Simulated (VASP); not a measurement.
Energy against volume of Al₃Sc (L1_2). Level of theory: RPBE GGA, VASP's PBE PAW potentials (set 64) (plane waves; VASP). Run with 520 eV cut-off, 8×8×8 Γ-centred mesh, first-order Methfessel-Paxton smearing of 0.10 eV, potentials Sc_sv Al.

```tsv
V (Å³/atom)	E (eV/atom)
16.616	-4.53089
17.146	-4.54531
17.676	-4.55013
18.207	-4.54684
```

Q: Fit these four points and predict the energy of the run at 18.737 Å³/atom.

A: A cubic in V^(−2/3), the third-order Birch-Murnaghan form, passes through the four points with V0 = 17.71 Å³/atom and B0 = 81 GPa, and gives -4.5367 eV/atom there. The run gave -4.5366 eV/atom, +0.1 meV/atom from the fit; all five points give B0 = 81 GPa.

The compound is Al3Sc in the L1_2 structure. It was relaxed first.
